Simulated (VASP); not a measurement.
# Quasiparticle energies of MoS2 in VASP, part 3 of 4

Wanted: how far GW moves the Kohn-Sham levels of MoS2. The cell has space group P6_3/mmc. The start is a cell from a database of measured crystal structures.

VASP 6.6.1, plane waves and PAW; the level of theory is named at each step.

So far. Step 2 (Ground state): The cell has a gap of 0.872 eV on mesh and path. Spin-orbit coupling is left out, which can shift or reorder these edges. Step 3 (Empty bands, functional PBE): WAVECAR now holds 544 bands for 52 electrons. Its independent-particle dielectric tensor has xx, yy, zz = 16.7, 16.7, 10.0 on this mesh, which isn't tested for convergence in mesh or bands and lacks local fields.

The database entry behind the starting cell differs from later determinations by our own check (about 0.3 % long), so it need not match the best structure at ambient conditions.

**4. evGW0 (continued)**

Level of this step: evGW0 on PBE, no spin polarisation; plane waves and PAW (Mo_sv_GW, S_GW) (VASP).

From OUTCAR (step 4):

```text
 Found     14 irreducible k-points:

   k-points           NKPTS =     14   k-points in BZ     NKDIM =     72   number of bands    NBANDS=    544

   NELECT =      52.0000    total number of electrons

 E-fermi :   7.9077

 QP shifts <psi_nk| G(iteration)W_0 |psi_nk>: iteration 1
 for sc-GW calculations column KS-energies equals QP-energies in previous step
 and V_xc(KS)=  KS-energies - (<T + V_ion + V_H > + <T+V_H+V_ion>^1  + <V_x>^1)
 k-point   1 :       0.0000    0.0000    0.0000
  band No.  KS-energies  QP-energies   sigma(KS)   V_xc(KS)     V^pw_x(r,r')   Z            occupation Imag(sigma)
    ...
     23       5.3314       5.0434     -16.4549     -16.0721     -17.6885       0.7524       2.0000       0.2475
     24       6.2794       5.6900     -14.5595     -13.7820     -16.1943       0.7580       2.0000       0.2528
     25       6.3184       6.1050     -15.5595     -15.2759     -16.3794       0.7525       2.0000       0.2144
     26       7.4669       7.2995     -16.4985     -16.2747     -16.8259       0.7479       2.0000       0.1401
     27       9.5569       9.9712     -15.0925     -15.6409     -10.9064       0.7556       0.0000      -0.2762
     28       9.5569       9.9712     -15.0925     -15.6409     -10.9064       0.7556       0.0000      -0.2762
     29       9.5846       9.9896     -15.0052     -15.5415     -10.7954       0.7552       0.0000      -0.2790
     30       9.5846       9.9896     -15.0052     -15.5415     -10.7954       0.7552       0.0000      -0.2790
    ...

 k-point   2 :       0.1667   -0.0000    0.0000
  band No.  KS-energies  QP-energies   sigma(KS)   V_xc(KS)     V^pw_x(r,r')   Z            occupation Imag(sigma)
    ...
     23       5.4056       4.8630     -14.5682     -13.8514     -16.2645       0.7570       2.0000       0.2756
     24       6.2787       6.0819     -15.8786     -15.6163     -16.7607       0.7503       2.0000       0.2190
     25       6.3000       5.7305     -14.5544     -13.8024     -16.1584       0.7574       2.0000       0.2470
     26       6.6946       6.4900     -16.0370     -15.7645     -16.7338       0.7507       2.0000       0.1875
     27       8.9511       9.2772     -14.7659     -15.1982     -10.7831       0.7544       0.0000      -0.2603
     28       9.3144       9.6698     -15.1685     -15.6422     -11.1687       0.7502       0.0000      -0.2783
     29       9.3229       9.7845     -15.3161     -15.9247     -10.9788       0.7585       0.0000      -0.2729
     30       9.5195       9.8981     -15.4597     -15.9651     -11.2839       0.7492       0.0000      -0.3055
    ...

 k-point   3 :       0.3333   -0.0000    0.0000
  band No.  KS-energies  QP-energies   sigma(KS)   V_xc(KS)     V^pw_x(r,r')   Z            occupation Imag(sigma)
    ...
     23       5.4230       4.8617     -14.7318     -13.9828     -16.6475       0.7495       2.0000       0.3030
     24       5.5065       5.0847     -15.5250     -14.9645     -17.1387       0.7526       2.0000       0.2740
     25       5.6672       5.4043     -15.2530     -14.9050     -16.3675       0.7557       2.0000       0.2533
     26       5.9237       5.6875     -15.6458     -15.3322     -16.6981       0.7531       2.0000       0.2386
     27       8.8544       9.2713     -15.5340     -16.0891     -11.3738       0.7510       0.0000      -0.2717
     28       8.9523       9.4300     -16.3430     -16.9840     -12.1711       0.7452       0.0000      -0.2743
     29       9.1080       9.5852     -16.4338     -17.0747     -12.2002       0.7446       0.0000      -0.2861
     30       9.5660      10.0231     -16.1897     -16.8022     -11.7526       0.7462       0.0000      -0.3302
    ...

 QP shifts <psi_nk| G(iteration)W_0 |psi_nk>: iteration 2
 k-point   1 :       0.0000    0.0000    0.0000
  band No. old QP-enery  QP-energies   sigma(KS)   T+V_ion+V_H  V^pw_x(r,r')   Z            occupation Imag(sigma)
    ...
     23       5.0434       4.9853     -16.4369      21.4036     -17.6885       0.7568       2.0000       0.2454
     24       5.6900       5.6015     -14.4878      20.0614     -16.1943       0.7606       2.0000       0.2649
     25       6.1050       6.0736     -15.5308      21.5943     -16.3794       0.7576       2.0000       0.2183
     26       7.2995       7.2782     -16.4703      23.7416     -16.8259       0.7543       2.0000       0.1467
     27       9.9712      10.0192     -15.1634      25.1978     -10.9064       0.7591       0.0000      -0.2821
     28       9.9712      10.0192     -15.1634      25.1978     -10.9064       0.7591       0.0000      -0.2821
     29       9.9896      10.0375     -15.0735      25.1261     -10.7954       0.7596       0.0000      -0.2842
     30       9.9896      10.0375     -15.0735      25.1261     -10.7954       0.7596       0.0000      -0.2842
    ...

 QP shifts <psi_nk| G(iteration)W_0 |psi_nk>: iteration 3
 k-point   1 :       0.0000    0.0000    0.0000
  band No. old QP-enery  QP-energies   sigma(KS)   T+V_ion+V_H  V^pw_x(r,r')   Z            occupation Imag(sigma)
    ...
     23       4.9853       4.9730     -16.4345      21.4036     -17.6885       0.7578       2.0000       0.2452
     24       5.6015       5.5859     -14.4804      20.0614     -16.1943       0.7609       2.0000       0.2662
     25       6.0736       6.0673     -15.5291      21.5943     -16.3794       0.7587       2.0000       0.2185
     26       7.2782       7.2734     -16.4698      23.7416     -16.8259       0.7551       2.0000       0.1470
     27      10.0192      10.0238     -15.1726      25.1978     -10.9064       0.7600       0.0000      -0.2830
     28      10.0192      10.0238     -15.1726      25.1978     -10.9064       0.7600       0.0000      -0.2830
     29      10.0375      10.0420     -15.0827      25.1261     -10.7954       0.7602       0.0000      -0.2851
     30      10.0375      10.0420     -15.0827      25.1261     -10.7954       0.7602       0.0000      -0.2851
    ...

 QP shifts <psi_nk| G(iteration)W_0 |psi_nk>: iteration 4
 k-point   1 :       0.0000    0.0000    0.0000
  band No. old QP-enery  QP-energies   sigma(KS)   T+V_ion+V_H  V^pw_x(r,r')   Z            occupation Imag(sigma)
    ...
     23       4.9730       4.9703     -16.4342      21.4036     -17.6885       0.7579       2.0000       0.2453
     24       5.5859       5.5827     -14.4796      20.0614     -16.1943       0.7610       2.0000       0.2663
     25       6.0673       6.0657     -15.5291      21.5943     -16.3794       0.7588       2.0000       0.2185
     26       7.2734       7.2720     -16.4700      23.7416     -16.8259       0.7551       2.0000       0.1470
     27      10.0238      10.0238     -15.1740      25.1978     -10.9064       0.7600       0.0000      -0.2832
     28      10.0238      10.0238     -15.1740      25.1978     -10.9064       0.7600       0.0000      -0.2832
     29      10.0420      10.0420     -15.0841      25.1261     -10.7954       0.7603       0.0000      -0.2853
     30      10.0420      10.0420     -15.0841      25.1261     -10.7954       0.7603       0.0000      -0.2853
    ...

[... 8 parts as in an earlier step ...]

[... 26 further parts left out ...]
```

Numbers from this step:

```yaml
quasiparticle_gap_on_the_mesh: 1.447 eV
smallest_direct_quasiparticle_gap_on_the_mesh: 2.286 eV
gap_of_the_starting_orbitals_on_the_mesh: 0.8817 eV
```

QP gap by iteration, by row:

```
iteration  gap (eV)  direct gap (eV)
        1     1.378            2.216
        2     1.438            2.277
        3     1.446            2.285
        4     1.447            2.286
```

GW takes the gap from 0.882 to 1.447 eV. Spin-orbit coupling is left out. The value holds for 544 bands, ENCUTGW = 170 eV and this mesh, and isn't shown to be converged in them. VASP warns that the automatic setting of its frequency mesh failed and advises more k points, so the value is in doubt.

**5. Orbitals for another starting point**

This step: PBE, no spin polarisation; plane waves and PAW (Mo_sv_GW, S_GW) (VASP 6.6.1).

A hybrid converges faster from good orbitals, so a cheap PBE run writes WAVECAR first.

The input, INCAR:

```
SYSTEM = MoS2
PREC = Accurate
ENCUT = 370
EDIFF = 1E-05
NELM = 100
ISMEAR = 0
SIGMA = 0.01
LREAL = .FALSE.
ALGO = Normal
GGA = PE
NBANDS = 32
LORBIT = 11
LWAVE = .TRUE.
LCHARG = .FALSE.
KPAR = 8
```

The input, POSCAR:

```
MoS2
1.0
    3.1690000000      0.0000000000      0.0000000000
   -1.5845000000      2.7444345046      0.0000000000
    0.0000000000      0.0000000000     12.3240000000
Mo S
2 4
Direct
    0.3333333333      0.6666666667      0.2500000000
    0.6666666667      0.3333333333      0.7500000000
    0.3333333333      0.6666666667      0.6230000000
    0.6666666667      0.3333333333      0.1230000000
    0.3333333333      0.6666666667      0.8770000000
    0.6666666667      0.3333333333      0.3770000000
```

The input, KPOINTS:

```
Automatic mesh
0
Gamma
6 6 2
0 0 0
```

PAW data sets: Mo_sv_GW and S_GW (PBE family, release 64).

On the command line:

```bash
$ mpirun -np 8 vasp_std
```

Output:

```text
[banner, memory and clock lines left out]
running    8 mpi-ranks, on    1 nodes
 distrk:  each k-point on    1 cores,    8 groups
 distr:  one band on    1 cores,    1 groups

 POSCAR found type information on POSCAR MoS
 POSCAR found :  2 types and       6 ions
 [... a notice as in an earlier step ...]

 LDA part: xc-table for (Slater+PW92), standard interpolation
 POSCAR, INCAR and KPOINTS ok, starting setup
 FFT: planning ... GRIDC
 FFT: planning ... GRID_SOFT
 FFT: planning ... GRID
 WAVECAR not read
 entering main loop
       N       E                     dE             d eps       ncg     rms          rms(c)
[... 12 cycles as in an earlier step ...]
DAV:  13    -0.451010470264E+02   -0.85880E-05   -0.52418E-05  1088   0.382E-02
   1 F= -.45101047E+02 E0= -.45101047E+02  d E =-.534921E-38
 writing wavefunctions
```

Elapsed: 4.4 s, on 8 MPI ranks of Intel Xeon 6975P-C (Granite Rapids), shared host; peak memory 1.6 GiB.

OUTCAR, selected parts (step 5):

```text
   NELECT =      52.0000    total number of electrons

 E-fermi :   7.5561

 k-point     1 :       0.0000    0.0000    0.0000
  band No.  band energies     occupation
    ...
     22       5.3318      2.00000
     23       5.3318      2.00000
     24       6.2793      2.00000
     25       6.3188      2.00000
     26       7.4674      2.00000
     27       9.5630      0.00000
     28       9.5787      0.00000
     29       9.5860      0.00000
     30       9.6173      0.00000
     31       9.7461      0.00000
    ...

  Total        1.1844666      1.1844666      1.4921083      0.0000000      0.0000000     -0.0000000
  in kB       17.7054343     17.7054343     22.3040712      0.0000000      0.0000000     -0.0000000
  external PRESSURE =      19.2383132 kB  Pullay stress =       0.0000000 kB

 POSITION                                       TOTAL-FORCE (eV/Angst)
 -----------------------------------------------------------------------------------
     -0.00000      1.82962      3.08100        -0.000000     -0.000000      0.000000
      1.58450      0.91481      9.24300         0.000000      0.000000      0.000000
     -0.00000      1.82962      7.67785        -0.000000      0.000000      0.032501
      1.58450      0.91481      1.51585         0.000000     -0.000000      0.032501
     -0.00000      1.82962     10.80815        -0.000000      0.000000     -0.032501
      1.58450      0.91481      4.64615         0.000000     -0.000000     -0.032501
 -----------------------------------------------------------------------------------
    total drift:                               -0.000000      0.000000     -0.000000

  FREE ENERGIE OF THE ION-ELECTRON SYSTEM (eV)
  ---------------------------------------------------
  free  energy   TOTEN  =       -45.1010470264 eV

  energy  without entropy=      -45.1010470264  energy(sigma->0) =      -45.10104703

[... 9 parts as in an earlier step ...]

[... 8 further parts left out ...]
```

Numbers from this step:

```
Fermi energy      : 7.556 eV
pressure          : 1.924 GPa
gap on the k-mesh : 0.8814 eV
```

The run ends at a pressure of 1.92 GPa, with forces up to 0.033 eV/Å.

**6. Another starting point**

This step: HSE06, no spin polarisation; plane waves and PAW (Mo_sv_GW, S_GW) (VASP 6.6.1).

To see how much the result owes to its start, the ground state is made again with HSE06. A small SIGMA keeps every occupation at zero or full.

The input, INCAR:

```
SYSTEM = MoS2
PREC = Accurate
ENCUT = 370
EDIFF = 1E-08
NELM = 100
ISMEAR = 0
SIGMA = 0.01
LREAL = .FALSE.
ALGO = Normal
LHFCALC = .TRUE.
AEXX = 0.25
GGA = PE
HFSCREEN = 0.2
LASPH = .TRUE.
NBANDS = 32
PRECFOCK = Fast
LORBIT = 11
LWAVE = .TRUE.
LCHARG = .FALSE.
KPAR = 8
```

POSCAR is that of step 5.

KPOINTS is that of step 5.

The run starts from files that an earlier step left in the folder.

On the command line:

```bash
$ mpirun -np 8 vasp_std
```

Output:

```text
[banner, memory and clock lines left out]
running    8 mpi-ranks, on    1 nodes
 distrk:  each k-point on    1 cores,    8 groups
 distr:  one band on    1 cores,    1 groups

 POSCAR found type information on POSCAR MoS
 POSCAR found :  2 types and       6 ions
 [... a notice as in an earlier step ...]

 LDA part: xc-table for (Slater+PW92), standard interpolation
 found WAVECAR, reading the header
 POSCAR, INCAR and KPOINTS ok, starting setup
 FFT: planning ... GRIDC
 FFT: planning ... GRID_SOFT
 FFT: planning ... GRID
 reading WAVECAR
 the WAVECAR file was read successfully
 initial charge from wavefunction
 entering main loop
       N       E                     dE             d eps       ncg     rms          rms(c)
DAV:   1    -0.530127495391E+02   -0.53013E+02   -0.12790E+00  1344   0.951E+00    0.150E+00
DAV:   2    -0.529750758107E+02    0.37674E-01   -0.15923E-01  1424   0.452E+00    0.438E-01
DAV:   3    -0.529810867170E+02   -0.60109E-02   -0.44455E-02  1416   0.133E+00    0.329E-01
DAV:   4    -0.529769944568E+02    0.40923E-02   -0.83454E-03  1360   0.707E-01    0.162E-01
DAV:   5    -0.529776291424E+02   -0.63469E-03   -0.36211E-03  1320   0.279E-01    0.105E-01
DAV:   6    -0.529773858656E+02    0.24328E-03   -0.72939E-04  1464   0.275E-01    0.499E-02
DAV:   7    -0.529774309961E+02   -0.45130E-04   -0.18916E-04  1296   0.717E-02    0.347E-02
DAV:   8    -0.529774123809E+02    0.18615E-04   -0.47982E-05  1384   0.664E-02    0.187E-02
DAV:   9    -0.529774164661E+02   -0.40851E-05   -0.14598E-05  1336   0.181E-02    0.108E-02
DAV:  10    -0.529774156233E+02    0.84275E-06   -0.36715E-06  1544   0.167E-02    0.571E-03
DAV:  11    -0.529774162875E+02   -0.66414E-06   -0.10054E-06  1232   0.580E-03    0.371E-03
DAV:  12    -0.529774164421E+02   -0.15463E-06   -0.29194E-07  1384   0.529E-03    0.218E-03
DAV:  13    -0.529774166182E+02   -0.17610E-06   -0.79950E-08  1152   0.145E-03    0.124E-03
DAV:  14    -0.529774167067E+02   -0.88506E-07   -0.13036E-08   784   0.118E-03    0.693E-04
DAV:  15    -0.529774167703E+02   -0.63549E-07   -0.91748E-09   784   0.898E-04    0.493E-04
DAV:  16    -0.529774168041E+02   -0.33806E-07   -0.36783E-09   784   0.567E-04    0.266E-04
DAV:  17    -0.529774168230E+02   -0.18968E-07   -0.19964E-09   768   0.443E-04    0.195E-04
DAV:  18    -0.529774168349E+02   -0.11857E-07   -0.12431E-09   784   0.361E-04    0.888E-05
DAV:  19    -0.529774168417E+02   -0.68158E-08   -0.82357E-10   776   0.271E-04
   1 F= -.52977417E+02 E0= -.52977417E+02  d E =0.000000E+00
 writing wavefunctions
```

Run time: 11 min. Hardware: 8 MPI ranks; peak memory 2.5 GiB; 88 min of CPU time.

From OUTCAR (step 6):

```text
   k-points           NKPTS =     14   k-points in BZ     NKDIM =     72   number of bands    NBANDS=     32

   NELECT =      52.0000    total number of electrons

  exchange ACFDT corr.  =         0.00000000  see jH, gK, PRB 81, 115126

 E-fermi :   7.2807

 k-point     1 :       0.0000    0.0000    0.0000
  band No.  band energies     occupation
    ...
     22       4.7416      2.00000
     23       4.7417      2.00000
     24       5.6518      2.00000
     25       5.8225      2.00000
     26       7.0725      2.00000
     27       9.9105      0.00000
     28       9.9141      0.00000
     29       9.9418      0.00000
     30       9.9431      0.00000
     31      10.0561      0.00000
    ...

 POSITION                                       TOTAL-FORCE (eV/Angst)
 -----------------------------------------------------------------------------------
     -0.00000      1.82962      3.08100         0.000000     -0.000000      0.000000
      1.58450      0.91481      9.24300        -0.000000      0.000000     -0.000000
     -0.00000      1.82962      7.67785         0.000000      0.000000      0.581493
      1.58450      0.91481      1.51585        -0.000000     -0.000000      0.581493
     -0.00000      1.82962     10.80815         0.000000      0.000000     -0.581493
      1.58450      0.91481      4.64615        -0.000000     -0.000000     -0.581493
 -----------------------------------------------------------------------------------
    total drift:                               -0.000000      0.000000      0.000001

  FREE ENERGIE OF THE ION-ELECTRON SYSTEM (eV)
  ---------------------------------------------------
  free  energy   TOTEN  =       -52.9774168417 eV

  energy  without entropy=      -52.9774168417  energy(sigma->0) =      -52.97741684

[... 8 parts as in an earlier step ...]

[... 8 further parts left out ...]
```

The PAW data sets were made with PBE, which is usual practice but a small mismatch for other functionals.

Numbers from this step:

| Quantity | Value |
| --- | --- |
| free energy (TOTEN) | -52.9774 eV |
| Fermi energy | 7.281 eV |
| gap on the k-mesh | 1.462 eV |
| least direct gap on the k-mesh | 2.133 eV |

**7. Empty bands, functional HSE06**

The next step needs empty bands that the ground-state run didn't converge, so the Hamiltonian is diagonalised exactly for NBANDS bands, in a single step. LOPTICS writes the k-derivatives of the orbitals (WAVEDER), which give the long-wavelength limit of the screening.

The input, INCAR:

```
SYSTEM = MoS2
PREC = Accurate
ENCUT = 370
ISMEAR = 0
SIGMA = 0.01
LREAL = .FALSE.
LHFCALC = .TRUE.
AEXX = 0.25
GGA = PE
HFSCREEN = 0.2
LASPH = .TRUE.
NBANDS = 544
PRECFOCK = Fast
ALGO = Exact
NELM = 1
LWAVE = .TRUE.
LCHARG = .FALSE.
LOPTICS = .TRUE.
NEDOS = 1000
CSHIFT = 0.1
```

POSCAR is that of step 6.

KPOINTS is that of step 6.

The run starts from files that an earlier step left in the folder.

On the command line:

```bash
$ mpirun -np 8 vasp_std
```

Output:

```text
[... set-up lines as in an earlier step ...]
 entering main loop
       N       E                     dE             d eps       ncg     rms          rms(c)
DIA:   1    -0.529774168525E+02   -0.52977E+02    0.00000E+00     0   0.000E+00
   1 F= -.52977417E+02 E0= -.52977417E+02  d E =-.659742-111
 writing wavefunctions
 optical routines
 imaginary and real dielectric function
 recalculating local potential from charge density
 direction            1
 direction            2
 direction            3
```

Elapsed: 37 min, on 8 MPI ranks; peak memory 4 GiB; 4.9 h of CPU time.

Parts of OUTCAR (step 7):

```text
 POSITION                                       TOTAL-FORCE (eV/Angst)
 -----------------------------------------------------------------------------------
     -0.00000      1.82962      3.08100        -0.000000      0.000000     -0.000000
      1.58450      0.91481      9.24300         0.000000     -0.000000     -0.000000
     -0.00000      1.82962      7.67785         0.000000      0.000000      0.581482
      1.58450      0.91481      1.51585         0.000000     -0.000000      0.581482
     -0.00000      1.82962     10.80815        -0.000000      0.000000     -0.581482
      1.58450      0.91481      4.64615        -0.000000      0.000000     -0.581482
 -----------------------------------------------------------------------------------
    total drift:                                0.000000     -0.000000     -0.000001

  FREE ENERGIE OF THE ION-ELECTRON SYSTEM (eV)
  ---------------------------------------------------
  free  energy   TOTEN  =       -52.9774168525 eV

  energy  without entropy=      -52.9774168525  energy(sigma->0) =      -52.97741685

[... 2 parts as in an earlier step ...]

[... 1 further part left out ...]
[key lines of the parts left out:]
E-fermi :   7.2295
```

(Part 3 of 4 ends here.)

[Lines on the potential files, build, host, timing and source positions are cut from VASP's logs without a mark.]

[Logs are printed without paths, hosts, clocks, repeated set-up lines and the standing remarks that a program may print on its own settings, such as how far it seeks lower states.]

[Hosts, paths, dates, database ids (printed as entryN), source tags and the programs' standing remarks are cut or masked in the printed files.]

[Pressures printed for these runs are not shown converged in the cutoff: they can be off by several GPa and have the wrong sign.]
